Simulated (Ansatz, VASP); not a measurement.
# Cross-check of Li3ClO between VASP and Ansatz, part 3 of 3

Aim: how closely do two programs agree when they are given the same cell, functional and k mesh? The cell is taken from a series of runs on this material, whose earlier steps may have relaxed, scaled, displaced or heated it; both programs get it as it stands.

VASP 6.6.1 and Ansatz 0.2.0.

So far: The starting structure; Ansatz: zone-centre phonons, PBEsol; VASP: zone-centre phonons, PBEsol.

**3. VASP: zone-centre phonons, PBEsol (continued)**

Level of this step: PBEsol; plane waves and PAW (Li_sv, Cl, O) (VASP).

Numbers of over 12 decimals in the logs are rounded to 6 here.

From OUTCAR (step 3):

```text
ion  position               nearest neighbor table
   1  0.000  0.500  0.500-   5 1.92   5 1.92
   2  0.500  0.000  0.500-   5 1.92   5 1.92
   3  0.500  0.500  0.000-   5 1.92   5 1.92
   4  0.000  0.000  0.000-
   5  0.500  0.500  0.500-   1 1.92   2 1.92   3 1.92   3 1.92   2 1.92   1 1.92

  LATTYP: Found a simple cubic cell.
 ALAT       =     3.8395491852

 Subroutine GETGRP returns: Found 48 space group operations
 (whereof 48 operations were pure point group operations)

The static configuration has the point symmetry O_h .

 Found     20 irreducible k-points:

   k-points           NKPTS =     20   k-points in BZ     NKDIM =     20   number of bands    NBANDS=     17

   dimension x,y,z NGX =    36 NGY =   36 NGZ =   36
   dimension x,y,z NGXF=    72 NGYF=   72 NGZF=   72

   ENCUT  =  750.0 eV  55.12 Ry    7.42 a.u.   8.57  8.57  8.57*2*pi/ulx,y,z

   NELECT =      22.0000    total number of electrons

 k-points in reciprocal lattice and weights: Automatic mesh
   0.00000000  0.00000000  0.00000000       0.005
   0.16666667  0.00000000  0.00000000       0.028
   0.33333333  0.00000000  0.00000000       0.028
   0.50000000  0.00000000  0.00000000       0.014
   0.16666667  0.16666667  0.00000000       0.056
   0.33333333  0.16666667  0.00000000       0.111
   0.50000000  0.16666667  0.00000000       0.056
   0.33333333  0.33333333  0.00000000       0.056
   0.50000000  0.33333333  0.00000000       0.056
[...]
0.50000000  0.50000000  0.33333333       0.028
   0.50000000  0.50000000  0.50000000       0.005

 average (electrostatic) potential at core
       1 -60.0104       2 -60.0104       3 -60.0104       4 -93.0298       5 -69.9155

  Total       -0.0045998     -0.0045998     -0.0045998     -0.0000000      0.0000000      0.0000000
  in kB       -0.1302002     -0.1302002     -0.1302002     -0.0000000      0.0000000      0.0000000
  external PRESSURE =      -0.1302002 kB  Pullay stress =       0.0000000 kB

  energy-cutoff  :      750.00
  volume of cell :       56.60
      direct lattice vectors                 reciprocal lattice vectors
     3.839549185  0.000000000  0.000000000     0.260447243  0.000000000  0.000000000
     0.000000000  3.839549185  0.000000000     0.000000000  0.260447243  0.000000000
     0.000000000  0.000000000  3.839549185     0.000000000  0.000000000  0.260447243

 POSITION                                       TOTAL-FORCE (eV/Angst)
 -----------------------------------------------------------------------------------
      0.00000      1.91977      1.91977         0.000000      0.000000      0.000000
      1.91977      0.00000      1.91977         0.000000      0.000000      0.000000
      1.91977      1.91977      0.00000         0.000000      0.000000      0.000000
      0.00000      0.00000      0.00000         0.000000      0.000000      0.000000
      1.91977      1.91977      1.91977         0.000000      0.000000      0.000000
 -----------------------------------------------------------------------------------
    total drift:                                0.000000      0.000000      0.000000

 Eigenvectors and eigenvalues of the dynamical matrix
 ----------------------------------------------------

   1 f  =   17.284117 THz   108.599308 2PiTHz  576.536073 cm-1    71.481331 meV
             X         Y         Z           dx          dy          dz
      0.000000  1.919775  1.919775    -0.817386    0.039576    0.000000
      1.919775  0.000000  1.919775     0.102206   -0.316504    0.000000
      1.919775  1.919775  0.000000     0.102206    0.039576   -0.000000
      0.000000  0.000000  0.000000    -0.018090   -0.007005   -0.000000
      1.919775  1.919775  1.919775     0.424587    0.164407   -0.000000

   2 f  =   17.284117 THz   108.599308 2PiTHz  576.536073 cm-1    71.481331 meV
             X         Y         Z           dx          dy          dz
      0.000000  1.919775  1.919775     0.000000    0.000000   -0.109600
      1.919775  0.000000  1.919775    -0.000000   -0.000000   -0.109600
      1.919775  1.919775  0.000000    -0.000000    0.000000    0.876524
      0.000000  0.000000  0.000000     0.000000   -0.000000    0.019399
      1.919775  1.919775  1.919775    -0.000000    0.000000   -0.455307

   3 f  =   17.284117 THz   108.599308 2PiTHz  576.536073 cm-1    71.481331 meV
             X         Y         Z           dx          dy          dz
      0.000000  1.919775  1.919775    -0.316504   -0.102206    0.000000
      1.919775  0.000000  1.919775     0.039576    0.817386   -0.000000
      1.919775  1.919775  0.000000     0.039576   -0.102206    0.000000
      0.000000  0.000000  0.000000    -0.007005    0.018090   -0.000000
      1.919775  1.919775  1.919775     0.164407   -0.424587   -0.000000

   4 f  =   11.149769 THz    70.056064 2PiTHz  371.916254 cm-1    46.111718 meV
             X         Y         Z           dx          dy          dz
      0.000000  1.919775  1.919775    -0.025078   -0.018791    0.452031
      1.919775  0.000000  1.919775     0.045110    0.010447    0.452031
      1.919775  1.919775  0.000000     0.045110   -0.018791   -0.251297
      0.000000  0.000000  0.000000     0.018916   -0.007880    0.189556
      1.919775  1.919775  1.919775    -0.069189    0.028822   -0.693327

   5 f  =   11.149769 THz    70.056064 2PiTHz  371.916254 cm-1    46.111718 meV
             X         Y         Z           dx          dy          dz
      0.000000  1.919775  1.919775     0.007214    0.454032    0.020170
      1.919775  0.000000  1.919775    -0.012977   -0.252410    0.020170
      1.919775  1.919775  0.000000    -0.012977    0.454032   -0.011213
      0.000000  0.000000  0.000000    -0.005442    0.190395    0.008458
      1.919775  1.919775  1.919775     0.019904   -0.696396   -0.030936

   6 f  =   11.149769 THz    70.056064 2PiTHz  371.916254 cm-1    46.111718 meV
             X         Y         Z           dx          dy          dz
      0.000000  1.919775  1.919775    -0.251411    0.014903   -0.044510
      1.919775  0.000000  1.919775     0.452235   -0.008285   -0.044510
      1.919775  1.919775  0.000000     0.452235    0.014903    0.024745
      0.000000  0.000000  0.000000     0.189641    0.006250   -0.018665
      1.919775  1.919775  1.919775    -0.693640   -0.022858    0.068270

   7 f  =    6.959110 THz    43.725378 2PiTHz  232.130926 cm-1    28.780554 meV
             X         Y         Z           dx          dy          dz
      0.000000  1.919775  1.919775     0.000000    0.547760   -0.109308
      1.919775  0.000000  1.919775     0.433603   -0.000000    0.109308
      1.919775  1.919775  0.000000    -0.433603   -0.547760   -0.000000
      0.000000  0.000000  0.000000     0.000000    0.000000    0.000000
      1.919775  1.919775  1.919775     0.000000   -0.000000    0.000000

   8 f  =    6.959110 THz    43.725378 2PiTHz  232.130926 cm-1    28.780554 meV
             X         Y         Z           dx          dy          dz
      0.000000  1.919775  1.919775    -0.000000    0.040778   -0.670588
      1.919775  0.000000  1.919775    -0.220564    0.000000    0.670588
      1.919775  1.919775  0.000000     0.220564   -0.040778    0.000000
      0.000000  0.000000  0.000000    -0.000000    0.000000    0.000000
      1.919775  1.919775  1.919775    -0.000000   -0.000000    0.000000

   9 f  =    6.959110 THz    43.725378 2PiTHz  232.130926 cm-1    28.780554 meV
             X         Y         Z           dx          dy          dz
      0.000000  1.919775  1.919775    -0.000000    0.445305    0.195865
      1.919775  0.000000  1.919775    -0.513167    0.000000   -0.195865
      1.919775  1.919775  0.000000     0.513167   -0.445305    0.000000
      0.000000  0.000000  0.000000     0.000000   -0.000000   -0.000000
      1.919775  1.919775  1.919775    -0.000000    0.000000   -0.000000

  10 f  =    4.357499 THz    27.378972 2PiTHz  145.350512 cm-1    18.021159 meV
             X         Y         Z           dx          dy          dz
      0.000000  1.919775  1.919775    -0.237678   -0.172767    0.003392
      1.919775  0.000000  1.919775    -0.388078   -0.105811    0.003392
      1.919775  1.919775  0.000000    -0.388078   -0.172767    0.002077
      0.000000  0.000000  0.000000     0.646294    0.287722   -0.005648
      1.919775  1.919775  1.919775    -0.243190   -0.108265    0.002125

  11 f  =    4.357499 THz    27.378972 2PiTHz  145.350512 cm-1    18.021159 meV
             X         Y         Z           dx          dy          dz
      0.000000  1.919775  1.919775    -0.105822    0.388080   -0.001949
      1.919775  0.000000  1.919775    -0.172785    0.237679   -0.001949
      1.919775  1.919775  0.000000    -0.172785    0.388080   -0.001194
      0.000000  0.000000  0.000000     0.287752   -0.646298    0.003246
      1.919775  1.919775  1.919775    -0.108276    0.243191   -0.001221

  12 f  =    4.357499 THz    27.378972 2PiTHz  145.350512 cm-1    18.021159 meV
             X         Y         Z           dx          dy          dz
      0.000000  1.919775  1.919775     0.001412    0.003160    0.424793
      1.919775  0.000000  1.919775     0.002306    0.001935    0.424793
      1.919775  1.919775  0.000000     0.002306    0.003160    0.260164
      0.000000  0.000000  0.000000    -0.003840   -0.005262   -0.707439
      1.919775  1.919775  1.919775     0.001445    0.001980    0.266198

  13 f/i=    0.169042 THz     1.062122 2PiTHz    5.638633 cm-1     0.699101 meV
             X         Y         Z           dx          dy          dz
      0.000000  1.919775  1.919775    -0.307462    0.071355   -0.023212
      1.919775  0.000000  1.919775    -0.308501    0.071115   -0.023212
      1.919775  1.919775  0.000000    -0.308501    0.071355   -0.023134
      0.000000  0.000000  0.000000    -0.660993    0.152886   -0.049734
      1.919775  1.919775  1.919775    -0.471544    0.109067   -0.035479

  14 f/i=    0.169042 THz     1.062122 2PiTHz    5.638633 cm-1     0.699101 meV
             X         Y         Z           dx          dy          dz
      0.000000  1.919775  1.919775     0.014607   -0.039022   -0.314747
      1.919775  0.000000  1.919775     0.014656   -0.038891   -0.314747
      1.919775  1.919775  0.000000     0.014656   -0.039022   -0.313687
      0.000000  0.000000  0.000000     0.031402   -0.083609   -0.674376
      1.919775  1.919775  1.919775     0.022402   -0.059646   -0.481091

  15 f/i=    0.169042 THz     1.062122 2PiTHz    5.638633 cm-1     0.699101 meV
             X         Y         Z           dx          dy          dz
      0.000000  1.919775  1.919775     0.073343    0.306902   -0.034623
      1.919775  0.000000  1.919775     0.073591    0.305869   -0.034623
      1.919775  1.919775  0.000000     0.073591    0.306902   -0.034507
      0.000000  0.000000  0.000000     0.157675    0.657568   -0.074183
      1.919775  1.919775  1.919775     0.112483    0.469100   -0.052922

 ELASTIC MODULI CONTR FROM IONIC RELAXATION (kBar)
 Direction    XX          YY          ZZ          XY          YZ          ZX
 --------------------------------------------------------------------------------
 XX           0.0000      0.0000      0.0000      0.0000      0.0000      0.0000
 YY           0.0000      0.0000      0.0000      0.0000      0.0000      0.0000
 ZZ           0.0000      0.0000      0.0000      0.0000      0.0000      0.0000
 XY           0.0000      0.0000      0.0000      0.0000      0.0000      0.0000
 YZ           0.0000      0.0000      0.0000      0.0000      0.0000      0.0000
 ZX           0.0000      0.0000      0.0000      0.0000      0.0000      0.0000
 --------------------------------------------------------------------------------
```

**4. Comparison**

Known differences besides the potentials themselves: fixed occupations in Ansatz, narrow Gaussian smearing in VASP; VASP's run holds the zone centre alone; the cutoff is 420 eV in Ansatz and 750 eV in VASP; Ansatz makes its cores anew for this functional, VASP keeps those of its PBE data sets. Total energies have different zeros and are not compared.

The two programs side by side:

| quantity | Ansatz | VASP | difference |
| --- | --- | --- | --- |
| optical mode 1 to 3 (cm⁻¹) | 151.1 | 145.4 | +3.95 % |
| optical mode 4 to 6 (cm⁻¹) | 223.8 | 232.1 | -3.61 % |
| optical mode 7 to 9 (cm⁻¹) | 372.1 | 371.9 | +0.04 % |
| optical mode 10 to 12 (cm⁻¹) | 557.6 | 576.5 | -3.28 % |

Modes are paired by rising frequency, not by their patterns, so a pair may set unlike modes beside each other; they are those without the splitting of longitudinal modes.

**5. Results**

```json
{
 "r.m.s. difference of the optical zone-centre modes, each program's sorted by frequency (zone-centre phonons, PBEsol)": "11 cm⁻¹",
 "difference in optical mode 1 to 3 (zone-centre phonons, PBEsol)": "+3.9 %"
}
```

What this shows: The r.m.s. difference of the optical zone-centre modes, each program's sorted by frequency is 11 cm⁻¹ (zone-centre phonons, PBEsol). Among the rows given in per cent, the largest difference of the zone-centre phonons, PBEsol pair is in optical mode 1 to 3, +3.9 %. 2 further runs of this series are not shown here. How closely two codes agree says nothing of how well the functional describes the real material.

[Lines on the potential files, build, host, timing and source positions are cut from VASP's logs without a mark.]

[Logs are printed without paths, hosts, clocks, repeated set-up lines and the standing remarks that a program may print on its own settings, such as how far it seeks lower states.]

[Hosts, paths, dates, database ids (printed as entryN), source tags and the programs' standing remarks are cut or masked in the printed files.]
